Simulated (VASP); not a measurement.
Computed with PBEsol GGA, VASP's PBE PAW potentials (set 64) (plane waves; VASP).

VASP input:

POSCAR:
```
HfO
1
   -0.0000000000     2.4440373685     2.4440373685
    2.4440373685     0.0000000000     2.4440373685
    2.4440373685     2.4440373685    -0.0000000000
Hf O
1 1
Direct
  0.0000000000   0.0000000000   0.0000000000
  0.2500000000   0.2500000000   0.2500000000
```

KPOINTS:
```
Regular mesh
0
Gamma
  14 14 14
```

### INCAR
```
! general
SYSTEM  = HfO
PREC    = Accurate
ENCUT   = 520   ! plane-wave cut-off (eV)
LREAL   = F   ! projection in real space or not
LASPH   = T

! electronic loop
EDIFF   = 1E-7
NELM    = 100
ALGO    = Normal
LMAXMIX = 6

! smearing
ISMEAR  = -5   ! tetrahedra, Bloechl

! functional
GGA     = PS   ! PBEsol

! ions
ISIF    = 2

! output
LWAVE   = F
LCHARG  = T
LORBIT  = 11
NEDOS   = 601   ! DOS grid
```

POTCAR, in this order: Hf_pv O (PBE.64 set). Program: vasp_std.

### Question
What will the output report for the number of irreducible k-points (NKPTS), number of bands (NBANDS), largest plane-wave count, number of space-group operations, FFT grid (NGX, NGY, NGZ)?

### Answer

```yaml
number of irreducible k-points (NKPTS): 104
number of bands (NBANDS): 12
largest_plane_wave_count: 801
number_of_space_group_operations: 24
FFT grid (NGX, NGY, NGZ): 28 × 28 × 28
```

The structure was generated: HfO was put into the zinc blende type (F-43m), which need not be its known phase. It was relaxed first, which changed the volume by -32 %.
